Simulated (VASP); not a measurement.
Output of a VASP run:

**OSZICAR**
```
...
RMM:   2    -0.523120658019E+03   -0.13312E-03   -0.20792E-03   356   0.111E-01    0.403E-02
RMM:   3    -0.523120655364E+03    0.26551E-05   -0.33011E-04   379   0.429E-02    0.239E-02
RMM:   4    -0.523120652169E+03    0.31943E-05   -0.78828E-05   343   0.205E-02
  13 F= -.52312065E+03 E0= -.52312065E+03  d E =-.105397E-01
       N       E                     dE             d eps       ncg     rms          rms(c)
DAV:   1    -0.523124108014E+03   -0.34527E-02   -0.83064E-01   356   0.237E+00    0.174E-01
RMM:   2    -0.523124927836E+03   -0.81982E-03   -0.13596E-02   356   0.288E-01    0.189E-01
RMM:   3    -0.523124988211E+03   -0.60375E-04   -0.24403E-03   403   0.117E-01    0.970E-02
RMM:   4    -0.523124868734E+03    0.11948E-03   -0.51375E-04   357   0.526E-02    0.829E-02
RMM:   5    -0.523124818988E+03    0.49746E-04   -0.33340E-04   357   0.416E-02    0.147E-02
RMM:   6    -0.523124822997E+03   -0.40088E-05   -0.75622E-05   316   0.196E-02
  14 F= -.52312482E+03 E0= -.52312482E+03  d E =-.417083E-02
       N       E                     dE             d eps       ncg     rms          rms(c)
DAV:   1    -0.523125045898E+03   -0.22691E-03   -0.13288E-01   376   0.948E-01    0.706E-02
RMM:   2    -0.523125195522E+03   -0.14962E-03   -0.22481E-03   356   0.117E-01    0.747E-02
RMM:   3    -0.523125213513E+03   -0.17991E-04   -0.40549E-04   404   0.473E-02    0.401E-02
RMM:   4    -0.523125197359E+03    0.16154E-04   -0.76851E-05   344   0.213E-02    0.361E-02
RMM:   5    -0.523125189188E+03    0.81706E-05   -0.60000E-05   331   0.177E-02
  15 F= -.52312519E+03 E0= -.52312519E+03  d E =-.453702E-02
       N       E                     dE             d eps       ncg     rms          rms(c)
DAV:   1    -0.523126942881E+03   -0.17455E-02   -0.58983E-01   356   0.198E+00    0.149E-01
RMM:   2    -0.523127572485E+03   -0.62960E-03   -0.89442E-03   356   0.225E-01    0.103E-01
RMM:   3    -0.523127606378E+03   -0.33894E-04   -0.13544E-03   378   0.892E-02    0.629E-02
RMM:   4    -0.523127547960E+03    0.58418E-04   -0.33056E-04   374   0.432E-02    0.456E-02
RMM:   5    -0.523127536327E+03    0.11634E-04   -0.15627E-04   356   0.279E-02    0.109E-02
RMM:   6    -0.523127538618E+03   -0.22915E-05   -0.29101E-05   235   0.131E-02
  16 F= -.52312754E+03 E0= -.52312754E+03  d E =-.234943E-02
       N       E                     dE             d eps       ncg     rms          rms(c)
DAV:   1    -0.523127624443E+03   -0.88117E-04   -0.58556E-02   392   0.626E-01    0.475E-02
RMM:   2    -0.523127691006E+03   -0.66563E-04   -0.90448E-04   356   0.716E-02    0.323E-02
RMM:   3    -0.523127695483E+03   -0.44764E-05   -0.13883E-04   362   0.282E-02    0.196E-02
RMM:   4    -0.523127691032E+03    0.44512E-05   -0.31631E-05   237   0.137E-02
  17 F= -.52312769E+03 E0= -.52312769E+03  d E =-.250184E-02
       N       E                     dE             d eps       ncg     rms          rms(c)
DAV:   1    -0.523128288229E+03   -0.59275E-03   -0.19206E-01   356   0.114E+00    0.771E-02
RMM:   2    -0.523128480429E+03   -0.19220E-03   -0.30580E-03   356   0.131E-01    0.405E-02
RMM:   3    -0.523128475080E+03    0.53487E-05   -0.42821E-04   372   0.497E-02    0.268E-02
RMM:   4    -0.523128467351E+03    0.77298E-05   -0.11113E-04   361   0.242E-02    0.171E-02
RMM:   5    -0.523128466939E+03    0.41197E-06   -0.31626E-05   243   0.140E-02
  18 F= -.52312847E+03 E0= -.52312847E+03  d E =-.775907E-03
```

OUTCAR:
```
------------------------ aborting loop because EDIFF is reached ----------------------------------------
  FORCE on cell =-STRESS in cart. coord.  units (eV):
  Direction    XX          YY          ZZ          XY          YZ          ZX
  --------------------------------------------------------------------------------------
  Total       -9.7529388    -11.5166512    -16.4147332     -1.7291145      1.7590967     -3.1651584
  in kB      -20.4395653    -24.1358374    -34.4009142     -3.6237640      3.6865987     -6.6333301
  external PRESSURE =     -26.3254389 kB  Pullay stress =       0.0000000 kB
  volume of cell :      764.49
      direct lattice vectors                 reciprocal lattice vectors
     4.693267657 -8.128978018  0.000000000     0.106535582 -0.061508347  0.000000000
     4.693267657  8.128978018  0.000000000     0.106535582  0.061508347  0.000000000
     0.000000000  0.000000000 10.019202616     0.000000000  0.000000000  0.099808342
  FREE ENERGIE OF THE ION-ELECTRON SYSTEM (eV)
  ---------------------------------------------------
  free  energy   TOTEN  =      -523.1284669386 eV

  energy  without entropy=     -523.1284659622  energy(sigma->0) =     -523.12846645

 reached required accuracy - stopping structural energy minimisation
```
(Selected blocks of OUTCAR.)

### POSCAR
```
Al35TiN35
1
    4.6932676572    -8.1289780179     0.0000000000
    4.6932676572     8.1289780179     0.0000000000
    0.0000000000     0.0000000000    10.0192026156
Al N Ti
35 35 1
Direct
  0.2222220000   0.1111110000   0.2500000000
  0.1111110000   0.2222220000   0.0000000000
  0.2222220000   0.1111110000   0.7500000000
  0.1041340000   0.2186130000   0.5045970000
  0.2209240000   0.4441890000   0.2520340000
  0.1111110000   0.5555560000   0.0000000000
  0.2164480000   0.4433110000   0.7524590000
  0.1134980000   0.5533420000   0.4998420000
  0.2222220000   0.7777780000   0.2500000000
  0.1111110000   0.8888890000   0.0000000000
  0.2222220000   0.7777780000   0.7500000000
  0.1111110000   0.8888890000   0.5000000000
  0.5555560000   0.1111110000   0.2500000000
  0.4444440000   0.2222220000   0.0000000000
  0.5555560000   0.1111110000   0.7500000000
  0.4444440000   0.2222220000   0.5000000000
  0.5555560000   0.4444440000   0.2500000000
  0.4444440000   0.5555560000   0.0000000000
  0.5555560000   0.4444440000   0.7500000000
  0.5555560000   0.7777780000   0.2500000000
  0.4444440000   0.8888890000   0.0000000000
  0.5555560000   0.7777780000   0.7500000000
  0.4444440000   0.8888890000   0.5000000000
  0.8888890000   0.1111110000   0.2500000000
  0.7777780000   0.2222220000   0.0000000000
  0.8888890000   0.1111110000   0.7500000000
  0.7777780000   0.2222220000   0.5000000000
  0.8888890000   0.4444440000   0.2500000000
  0.7777780000   0.5555560000   0.0000000000
  0.8888890000   0.4444440000   0.7500000000
  0.7777780000   0.5555560000   0.5000000000
  0.8888890000   0.7777780000   0.2500000000
  0.7777780000   0.8888890000   0.0000000000
  0.8888890000   0.7777780000   0.7500000000
  0.7777780000   0.8888890000   0.5000000000
  0.2185810000   0.1098340000   0.4381930000
  0.1174830000   0.2225370000   0.1916140000
  0.2222220000   0.1111110000   0.9410000000
  0.1138260000   0.2235420000   0.6921570000
  0.1111860000   0.5592840000   0.1862720000
  0.2222220000   0.4444440000   0.9410000000
  0.1129440000   0.5523870000   0.6864340000
  0.2245760000   0.7814610000   0.4404330000
  0.1111110000   0.8888890000   0.1910000000
  0.2222220000   0.7777780000   0.9410000000
  0.1111110000   0.8888890000   0.6910000000
  0.5555560000   0.1111110000   0.4410000000
  0.4444440000   0.2222220000   0.1910000000
  0.5555560000   0.1111110000   0.9410000000
  0.4444440000   0.2222220000   0.6910000000
  0.5589760000   0.4472470000   0.4445260000
  0.4448110000   0.5522400000   0.1947370000
  0.5555560000   0.4444440000   0.9410000000
  0.4445240000   0.5604270000   0.6886610000
  0.5537080000   0.7764110000   0.4360540000
  0.4444440000   0.8888890000   0.1910000000
  0.5555560000   0.7777780000   0.9410000000
  0.4444440000   0.8888890000   0.6910000000
  0.8888890000   0.1111110000   0.4410000000
  0.7777780000   0.2222220000   0.1910000000
  0.8888890000   0.1111110000   0.9410000000
  0.7777780000   0.2222220000   0.6910000000
  0.8888890000   0.4444440000   0.4410000000
  0.7777780000   0.5555560000   0.1910000000
  0.8888890000   0.4444440000   0.9410000000
  0.7777780000   0.5555560000   0.6910000000
  0.8888890000   0.7777780000   0.4410000000
  0.7777780000   0.8888890000   0.1910000000
  0.8888890000   0.7777780000   0.9410000000
  0.7777780000   0.8888890000   0.6910000000
  0.4450070000   0.5593730000   0.4989550000
```

### Question
Write an INCAR and KPOINTS that could have produced this output.

### Answer
One answer among several that fit: the input of the run itself, PBE GGA, plane waves, VASP's PBE PAW potentials (set 64).

**KPOINTS**
```
Automatic mesh
0
Gamma
1 1 1
0 0 0
```

### INCAR
```
! general
SYSTEM =Al35TiN35
PREC   =Normal
ENCUT  =400   ! plane-wave cut-off (eV)
LREAL  =Auto   ! projection in real space or not
LASPH  =T
ISYM   =0

! electronic loop
EDIFF  =1E-5   ! SCF stop (eV)
NELM   =100   ! most electronic steps
NELMIN =4
ALGO   =Fast   ! Davidson, then RMM-DIIS
LMAXMIX=4   ! l cut-off of mixed one-centre charges

! smearing
ISMEAR =0
SIGMA  =0.05

! functional
GGA    =PE   ! PBE

! ions
IBRION =2   ! conjugate gradients
NSW    =70
ISIF   =2   ! forces and stress, cell fixed
EDIFFG =-0.03

! output
LWAVE  =T
LCHARG =F
```

POTCAR, in this order: Al N Ti (PBE.64 set). Program: vasp_gam.

At this cut-off the stress carries a Pulay error, which pulls relaxed volumes low. The supercell is sampled at Γ alone, which is coarse: total energies, pressure and levels can be off, energies of defects by several tenths of an eV.

The cell is a supercell with a defect, built from AlN (wurtzite): Ti_Al-vac_N. The run is not spin-polarised, so no state with unpaired spins was tried.
